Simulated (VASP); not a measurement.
VASP ran on this input.

File POSCAR:
```
Ni3Al
1
    3.5359001224    -0.0000000000     0.0000000000
    0.0000000000     3.5359001224    -0.0000000000
   -0.0000000000     0.0000000000     3.5359001224
Al Ni
1 3
Direct
  0.0000000000   0.0000000000   0.0000000000
  0.0000000000   0.5000000000   0.5000000000
  0.5000000000   0.0000000000   0.5000000000
  0.5000000000   0.5000000000   0.0000000000
```

**INCAR**
```
MAGMOM=-0.0 0.3 0.3 0.3
NELM=100   ! most electronic steps
SIGMA=0.1
LREAL=.False.   ! projection in real space or not
PSTRESS=50
LCHARG=.False.
EDIFF=1E-6
ALGO=Normal
NSW=40
LMAXMIX=4
LWAVE=.False.
ISPIN=2
IBRION=2   ! conjugate gradients
LASPH=.True.   ! aspherical one-centre terms
ISIF=3   ! ions, shape and volume
PREC=Accurate
ISMEAR=1   ! Methfessel-Paxton
ENCUT=500
LORBIT=10
GGA=PE
SYSTEM=Ni3Al
EDIFFG=-0.02   ! ionic stop
```

File KPOINTS:
```
Regular mesh
0
gamma
 9 9 9
```

POTCAR, in this order: Al Ni (PBE.64 set). Program: vasp_std.

Q: Translate this PBE calculation to Ansatz.

A: One equivalent input (not run):
Ansatz 0.2 input:
```yaml
crystal:
  lattice:
    - [3.5359001, 0.0000000, 0.0000000]
    - [0.0000000, 3.5359001, 0.0000000]
    - [0.0000000, 0.0000000, 3.5359001]
  atoms:
    - { symbol: Al, position: [0.0000000, 0.0000000, 0.0000000] }
    - { symbol: Ni, position: [0.0000000, 0.5000000, 0.5000000], spin: 0.3 }
    - { symbol: Ni, position: [0.5000000, 0.0000000, 0.5000000], spin: 0.3 }
    - { symbol: Ni, position: [0.5000000, 0.5000000, 0.0000000], spin: 0.3 }
kpoints:
  mp_grid: { grid: [9, 9, 9] }
hamiltonian:
  xc: pbe
  pseudopotentials: { kind: paw }
magnetization: { spin_polarized: true }
scf:
  occupations: { method: methfessel_paxton, width: 0.1 }
  max_iter: 100
relax:
  max_steps: 40
  f_tol: 0.02
  cell: { p_target: 5 }
output: { forces: true, stress: true, eigenvalues: true }
```
Limits of the translation: each code has its own PAW files, so the cut-off isn't converted (ENCUT is set for VASP's; basis.ecutwfc is left out, and Ansatz then takes the one that its files recommend); Ansatz stops its SCF on the density residual and VASP on the energy change (EDIFF).

The compound is Ni3Al in the L1_2 structure. It was relaxed first under an external pressure of 5 GPa.
